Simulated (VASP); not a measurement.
```
CELL_PARAMETERS angstrom
      4.31531     0.00000     0.00000
     -2.15766     3.73717     0.00000
      0.00000     0.00000     9.45893
ATOMIC_POSITIONS crystal
  Sr 0.66667 0.33333 0.75261
  Sr 0.66667 0.33333 0.24739
  Al 0.00000 0.00000 0.50000
  Ga 0.00000 0.00000 0.00000
  Ga 0.33333 0.66667 0.50000
  Ga 0.33333 0.66667 0.00000
```

Level of theory: PBEsol GGA, VASP's PBE PAW potentials (set 64) (plane waves; VASP 6.6.1). Run with 400 eV cut-off, 9×9×4 Γ-centred mesh, tetrahedra with Blöchl corrections, potentials Sr_sv Al Ga_d.

Question: What does the run give for the energy per atom (σ→0), band gap (on the k-mesh) with the smallest direct gap where there is one?

Answer: 
- band gap (on the k-mesh) = none (metal, semimetal or under 0.01 eV)
- energy per atom (σ→0) = -329.3 kJ/mol of atoms

The absolute energy has meaning only against runs of the same code, potentials and settings.

The structure comes from a computed database's Sr2AlGa3 entry (P-6m2); how it stands against other phases isn't given here. It was relaxed first.
